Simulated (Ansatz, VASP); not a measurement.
CdGa2O3 in VASP and in Ansatz

```
Cd Ga O
1.0
     2.52170    1.45590    4.26654
    -2.52170    1.45590    4.26654
     0.00000   -2.91180    4.26654
Cd Ga O
1 2 3
Direct
  0.50000 0.50000 0.50000
  0.87337 0.87337 0.87337
  0.12663 0.12663 0.12663
  0.50000 0.00000 0.50000
  0.50000 0.50000 0.00000
  0.00000 0.50000 0.50000
```

Change from the starting cell: species swapped into the Zr2CoMo3 type (R-3m, No. 166).

Alike in both runs: task single point; functional PBE; k mesh 6 × 6 × 6; occupations gaussian, width 0.1 eV; no spin polarisation.

|  | VASP | Ansatz |
| --- | --- | --- |
| version | VASP 6.6.1 | Ansatz 0.2.0 |
| potentials or method | VASP PAW PBE potentials, release 64 (Cd, Ga_d, O) | scalar-relativistic, plane waves, PAW |
| plane-wave cutoff (eV) | 520 | 420 |
| valence electrons in the cell | 56 | 64 |

|  | VASP | Ansatz | Ansatz less VASP |
| --- | --- | --- | --- |
| gap on the k mesh at the Fermi level (eV) | none | none | - |
| pressure (GPa) | -8.3 | -8.5 | -0.16 |
| largest component of the traceless stress (GPa) | 15.08 | 15.19 | +0.105 |
| rms of the force components (eV/Å) | 0.167 | 0.166 | -0.0011 |

Atom by atom the forces differ by 0.001 eV/Å (rms over components). A gap of «none» marks a metal or a gap that the smearing closes. The two sets of potentials don't hold the same shells in valence.
